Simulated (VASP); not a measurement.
# BeGa3Os (Pm-3m) in VASP: single point with PBE

Aim: the single point of BeGa3Os with PBE.

All numbers are computed with VASP 6.6.1; they aren't measurements. Logs are shortened: lines on timing, memory, paths and dates and some standing lists are left out, and cuts for length are marked.

### 1 The crystal as given

The structure is cubic, space group Pm-3m (No. 221). Conventional cell: a = 5.968 Å, b = 5.968 Å, c = 5.968 Å, α = 90.00°, β = 90.00°, γ = 90.00°. Around Os (site symmetry 4/mmm) lie 8 Ga at 2.48 Å. Be (site symmetry 4/mmm) is surrounded by 10 Ga at 2.75 to 2.98 Å and 4 Os at 2.98 Å. Ga (site symmetry m-3m) is surrounded by 6 Be at 2.98 Å and 8 Ga at 3.00 Å. Ga (site symmetry 3m) is surrounded by 3 Os at 2.48 Å and 3 Ga at 2.50 Å and 3 Be at 2.75 Å.

The cell was built by a generator and needn't be a form met in nature.

### 2 Single point, PBE

The input, INCAR:

```
PREC = Accurate ; ENCUT = 520
EDIFF = 1E-6 ; ISMEAR = -5
SIGMA = 0.1 ; LREAL = Auto
LASPH = True ; NELM = 80
ALGO = Fast ; ISIF = 2
LWAVE = False ; LCHARG = False
GGA = PE ; NBANDS = 86
```

The input, KPOINTS:

```
Automatic mesh
0
Gamma
  5 5 5
```

The input, POSCAR:

```
BeGa3Os
1.0
    5.9677720000      0.0000000000      0.0000000000
    0.0000000000      5.9677720000      0.0000000000
    0.0000000000      0.0000000000      5.9677720000
Os Be Ga
3 3 9
Direct
    0.0000000000      0.5000000000      0.5000000000
    0.5000000000      0.0000000000      0.5000000000
    0.5000000000      0.5000000000      0.0000000000
    0.5000000000      0.0000000000      0.0000000000
    0.0000000000      0.5000000000      0.0000000000
    0.0000000000      0.0000000000      0.5000000000
    0.0000000000      0.0000000000      0.0000000000
    0.2901500000      0.2901500000      0.2901500000
    0.7098500000      0.2901500000      0.2901500000
    0.7098500000      0.7098500000      0.2901500000
    0.2901500000      0.7098500000      0.2901500000
    0.2901500000      0.7098500000      0.7098500000
    0.7098500000      0.7098500000      0.7098500000
    0.7098500000      0.2901500000      0.7098500000
    0.2901500000      0.2901500000      0.7098500000
```

Potentials or basis: VASP PAW PBE potentials, release 64 (Os, Be, Ga_d).

The run is started by

```
$ cat potpaw_PBE.64/Os/POTCAR potpaw_PBE.64/Be/POTCAR potpaw_PBE.64/Ga_d/POTCAR > POTCAR
$ mpirun -np 1 vasp_std > vasp.out
```

OUTCAR:

```text
PREC = Accurate
   ENCUT = 520
   EDIFF = 1E-6
   ISMEAR = -5
   LREAL = Auto
   LASPH = True
   NELM = 80
   ISIF = 2
   GGA = PE

 ion  position               nearest neighbor table
   1  0.000  0.500  0.500-   8 2.48   9 2.48  10 2.48  11 2.48  12 2.48  13 2.48  14 2.48  15 2.48

   2  0.500  0.000  0.500-   8 2.48   9 2.48  10 2.48  11 2.48  12 2.48  13 2.48  14 2.48  15 2.48

   3  0.500  0.500  0.000-   8 2.48   9 2.48  10 2.48  11 2.48  12 2.48  13 2.48  14 2.48  15 2.48

   4  0.500  0.000  0.000-
   5  0.000  0.500  0.000-
   6  0.000  0.000  0.500-
   7  0.000  0.000  0.000-
   8  0.290  0.290  0.290-   1 2.48   2 2.48   3 2.48   9 2.50  11 2.50  15 2.50
   9  0.710  0.290  0.290-   1 2.48   2 2.48   3 2.48   8 2.50  10 2.50  14 2.50
  10  0.710  0.710  0.290-   1 2.48   2 2.48   3 2.48   9 2.50  11 2.50  13 2.50
  11  0.290  0.710  0.290-   1 2.48   2 2.48   3 2.48   8 2.50  10 2.50  12 2.50
  12  0.290  0.710  0.710-   1 2.48   2 2.48   3 2.48  11 2.50  13 2.50  15 2.50
  13  0.710  0.710  0.710-   1 2.48   2 2.48   3 2.48  10 2.50  12 2.50  14 2.50
  14  0.710  0.290  0.710-   1 2.48   2 2.48   3 2.48   9 2.50  13 2.50  15 2.50
  15  0.290  0.290  0.710-   1 2.48   2 2.48   3 2.48   8 2.50  12 2.50  14 2.50

  LATTYP: Found a simple cubic cell.
 ALAT       =     5.9677720000

  Lattice vectors:

 A1 = (   5.9677720000,   0.0000000000,   0.0000000000)
 A2 = (   0.0000000000,   5.9677720000,   0.0000000000)
 A3 = (   0.0000000000,   0.0000000000,   5.9677720000)

Analysis of symmetry for initial positions (statically):
=====================================================================
 Subroutine PRICEL returns:
 Original cell was already a primitive cell.

 Routine SETGRP: Setting up the symmetry group for a
 simple cubic supercell.

 Subroutine GETGRP returns: Found 48 space group operations
 (whereof 48 operations were pure point group operations)
 out of a pool of 48 trial point group operations.

The static configuration has the point symmetry O_h .

Analysis of symmetry for dynamics (positions and initial velocities):
=====================================================================
 Subroutine PRICEL returns:
 Original cell was already a primitive cell.

 Routine SETGRP: Setting up the symmetry group for a
 simple cubic supercell.

 Subroutine GETGRP returns: Found 48 space group operations
 (whereof 48 operations were pure point group operations)
 out of a pool of 48 trial point group operations.

The dynamic configuration has the point symmetry O_h .

 Subroutine INISYM returns: Found 48 space group operations
 (whereof 48 operations are pure point group operations),
 and found     1 'primitive' translations

----------------------------------------------------------------------------------------

                                     Primitive cell

  volume of cell :     212.5380

  direct lattice vectors                    reciprocal lattice vectors
     5.967772000  0.000000000  0.000000000     0.167566723  0.000000000  0.000000000
     0.000000000  5.967772000  0.000000000     0.000000000  0.167566723  0.000000000
     0.000000000  0.000000000  5.967772000     0.000000000  0.000000000  0.167566723

  length of vectors
     5.967772000  5.967772000  5.967772000     0.167566723  0.167566723  0.167566723

  position of ions in fractional coordinates (direct lattice)
     0.000000000  0.500000000  0.500000000
     0.500000000  0.000000000  0.500000000
     0.500000000  0.500000000  0.000000000
     0.500000000  0.000000000  0.000000000
     0.000000000  0.500000000  0.000000000
     0.000000000  0.000000000  0.500000000
     0.000000000  0.000000000  0.000000000
     0.290150000  0.290150000  0.290150000
     0.709850000  0.290150000  0.290150000
     0.709850000  0.709850000  0.290150000
     0.290150000  0.709850000  0.290150000
     0.290150000  0.709850000  0.709850000
     0.709850000  0.709850000  0.709850000
     0.709850000  0.290150000  0.709850000
[... 32 lines left out ...]
     0.000000000  0.033513345  0.000000000     0.000000000  0.200000000  0.000000000
     0.000000000  0.000000000  0.033513345     0.000000000  0.000000000  0.200000000

  Length of vectors
     0.033513345  0.033513345  0.033513345

  Shift w.r.t. Gamma in fractional coordinates (k-lattice)
     0.000000000  0.000000000  0.000000000

 TETIRR: Found     57 inequivalent tetrahedra from      750

 Subroutine IBZKPT returns following result:
 ===========================================

 Found     10 irreducible k-points:

 Following reciprocal coordinates:
            Coordinates               Weight
  0.000000  0.000000  0.000000      1.000000
  0.200000  0.000000  0.000000      6.000000
  0.400000  0.000000  0.000000      6.000000
  0.200000  0.200000  0.000000     12.000000
  0.400000  0.200000  0.000000     24.000000
  0.400000  0.400000  0.000000     12.000000
  0.200000  0.200000  0.200000      8.000000
  0.400000  0.200000  0.200000     24.000000
  0.400000  0.400000  0.200000     24.000000
  0.400000  0.400000  0.400000      8.000000
   k-points           NKPTS =     10   k-points in BZ     NKDIM =     10   number of bands    NBANDS=     86
   number of dos      NEDOS =    301   number of ions     NIONS =     15
   total plane-waves  NPLWV = 110592
   dimension x,y,z NGX =    48 NGY =   48 NGZ =   48
   dimension x,y,z NGXF=    96 NGYF=   96 NGZF=   96
   ions per type =               3   3   9
   NGX,Y,Z   is equivalent  to a cutoff of  13.37, 13.37, 13.37 a.u.
   NGXF,Y,Z  is equivalent  to a cutoff of  26.74, 26.74, 26.74 a.u.
 SYSTEM =  unknown system
   PREC   = accura    normal or accurate (medium, high low for compatibility)
   ISTART =      0    job   : 0-new  1-cont  2-samecut
   ICHARG =      2    charge: 1-file 2-atom 10-const
   ISPIN  =      1    spin polarized calculation?
   LNONCOLLINEAR =      F non collinear calculations
   LSORBIT =      F    spin-orbit coupling
   LASPH  =      T    aspherical Exc in radial PAW
   ENCUT  =  520.0 eV  38.22 Ry    6.18 a.u.  11.10 11.10 11.10*2*pi/ulx,y,z
   NELM   =     80;   NELMIN=  2; NELMDL= -5     # of ELM steps
   EDIFF  = 0.1E-05   stopping-criterion for ELM
   LREAL  =      T    real-space projection
   EDIFFG = 0.1E-04   stopping-criterion for IOM
   NSW    =      0    number of steps for IOM
   IBRION =     -1    ionic relax: 0-MD 1-quasi-New 2-CG
   NFREE  =      0    steps in history (QN), initial steepest desc. (CG)
   ISIF   =      2    stress and relaxation
   ISYM   =      2    0-nonsym 1-usesym 2-fastsym
   POTIM  = 0.5000    time-step for ionic-motion
   TEBEG  =    0.0;   TEEND  =   0.0 temperature during run
   PSTRESS=    0.0 pullay stress
   NELECT =     147.0000    total number of electrons
   NUPDOWN=      -1.0000    fix difference up-down
   EMIN   =  10.00;   EMAX   =-10.00  energy-range for DOS
   EFERMI =   0.00;   METHOD = LEGACY
   ISMEAR =    -5;   SIGMA  =   0.10  broadening in eV -4-tet -1-fermi 0-gaus
   EFERMI_NEDOS =   21; number of points for ismear=-14 and -15
   IALGO  =     68    algorithm
   IMIX   =      4    mixing-type and parameters
     AMIX     =   0.40;   BMIX     =  1.00
     AMIX_MAG =   1.60;   BMIX_MAG =  1.00
  volume/ion in A,a.u.               =      14.17        95.62
  Fermi-wavevector in a.u.,A,eV,Ry     =   1.447777  2.735902 28.518610  2.096059
  Thomas-Fermi vector in A             =   2.565693
   LORBIT       =      0    0 simple, 1 ext, 2 COOP (PROOUT), +10 PAW based schemes
   GGA     = PE    functional components
   LHFCALC =     F    Hartree Fock is set to
   AEXX    =    0.0000 exact exchange contribution
   IVDW    =     0    specifies the selected vdW correction
   LEPSILON=     F    determine dielectric tensor
   LRPA    =     F    only Hartree local field effects (RPA)
 non-spin polarized calculation
 RMM-DIIS sequential band-by-band and
 Fermi weights with tetrahedron method with Bloechl corrections
  energy-cutoff  :      520.00
  volume of cell :      212.54
 maximum number of plane-waves:      5750
 NGX is ok and might be reduce to    48
   NGX = 23   NGY = 23   NGZ = 23

 number of electron     146.9999960 magnetization

 Free energy of the ion-electron system (eV)
  ---------------------------------------------------
  ext. energy  EPLUGINS =         0.00000000
  ---------------------------------------------------
  free energy    TOTEN  =       -64.92619973 eV

  energy without entropy =      -64.92619973  energy(sigma->0) =      -64.92619973

 E-fermi :   7.6230     XC(G=0): -12.0152

 val. band max:        7.6083362216   @ k =   0.4000   0.4000   0.0000
 cond. band min:       7.5762054731   @ k =   0.4000   0.2000   0.0000
 fundamental gap:     -0.0321307485
 Fermi energy:         7.6230138869

 k-point     1 :       0.0000    0.0000    0.0000
  band No.  band energies     occupation
      1      -8.0658      2.00000
      2      -8.0658      2.00000
      3      -7.9860      2.00000
      4      -7.9654      2.00000
      5      -7.9654      2.00000
      6      -7.9654      2.00000
[... 869 lines left out ...]
     84      10.8450      0.00000
     85      10.8966      0.00000
 [bands above 85 left out]

------------------------ aborting loop because EDIFF is reached ----------------------------------------

  FORCE on cell =-STRESS in cart. coord.  units (eV):
  Direction    XX          YY          ZZ          XY          YZ          ZX
  --------------------------------------------------------------------------------------
  -------------------------------------------------------------------------------------
  Total       22.7255968     22.7255968     22.7255968      0.0000000     -0.0000000      0.0000000
  in kB      171.3125627    171.3125627    171.3125627      0.0000000     -0.0000000      0.0000000
  external PRESSURE =     171.3125627 kB  Pullay stress =       0.0000000 kB

 VOLUME and BASIS-vectors are now :
 -----------------------------------------------------------------------------
  energy-cutoff  :      520.00
  volume of cell :      212.54
      direct lattice vectors                 reciprocal lattice vectors
     5.967772000  0.000000000  0.000000000     0.167566723  0.000000000  0.000000000
     0.000000000  5.967772000  0.000000000     0.000000000  0.167566723  0.000000000
     0.000000000  0.000000000  5.967772000     0.000000000  0.000000000  0.167566723

 POSITION                                       TOTAL-FORCE (eV/Angst)
 -----------------------------------------------------------------------------------
      0.00000      2.98389      2.98389         0.000000      0.000000     -0.000000
      2.98389      0.00000      2.98389         0.000000      0.000000     -0.000000
      2.98389      2.98389      0.00000         0.000000      0.000000     -0.000000
      2.98389      0.00000      0.00000         0.000000      0.000000     -0.000000
      0.00000      2.98389      0.00000         0.000000      0.000000     -0.000000
      0.00000      0.00000      2.98389         0.000000      0.000000     -0.000000
      0.00000      0.00000      0.00000         0.000000      0.000000     -0.000000
      1.73155      1.73155      1.73155        -1.420298     -1.420298     -1.420298
      4.23622      1.73155      1.73155         1.420298     -1.420298     -1.420298
      4.23622      4.23622      1.73155         1.420298      1.420298     -1.420298
      1.73155      4.23622      1.73155        -1.420298      1.420298     -1.420298
      1.73155      4.23622      4.23622        -1.420298      1.420298      1.420298
      4.23622      4.23622      4.23622         1.420298      1.420298      1.420298
      4.23622      1.73155      4.23622         1.420298     -1.420298      1.420298
      1.73155      1.73155      4.23622        -1.420298     -1.420298      1.420298
 -----------------------------------------------------------------------------------
    total drift:                                0.000000      0.000000      0.000000

  FREE ENERGIE OF THE ION-ELECTRON SYSTEM (eV)
  ---------------------------------------------------
  free  energy   TOTEN  =       -64.9261997344 eV

  energy  without entropy=      -64.9261997344  energy(sigma->0) =      -64.92619973
```

Wall time 3.5 min (1 thread of Intel Xeon 6975P-C (Granite Rapids), shared host); peak memory 0.4 GiB.

What came out:

```yaml
Free_energy: -64.9262 eV
Pressure: 17.1 GPa
Largest_force: 2.460 eV/Å
Band_gap_on_the_k_mesh: none (metal or under the smearing width)
```

Forces on the atoms (eV/Å):
```
Os   0.000  0.000  0.000
Os   0.000  0.000  0.000
Os   0.000  0.000  0.000
Be   0.000  0.000  0.000
Be   0.000  0.000  0.000
Be   0.000  0.000  0.000
Ga   0.000  0.000  0.000
Ga  -1.420 -1.420 -1.420
Ga   1.420 -1.420 -1.420
Ga   1.420  1.420 -1.420
Ga  -1.420  1.420 -1.420
Ga  -1.420  1.420  1.420
Ga   1.420  1.420  1.420
Ga   1.420 -1.420  1.420
Ga  -1.420 -1.420  1.420
```

Levels at points of the mesh, in eV from the Fermi level:
| k point | band 70 | band 71 | band 72 | band 73 | band 74 | band 75 | band 76 | band 77 |
| --- | --- | --- | --- | --- | --- | --- | --- | --- |
| (0.00, 0.00, 0.00) | -2.39 | -1.86 | -1.86 | -1.57 | -0.33 | 1.20 | 1.20 | 1.20 |

Caveat: so large a pressure means that the cell lies far from this level's equilibrium, or that cutoff or potentials fall short; forces of over 1 eV/Å show positions far from the minimum, so gaps and moduli don't describe the material at rest; tetrahedron occupations give inexact forces and stress in metals. The run has no spin-orbit coupling, so splittings on Os are missing.
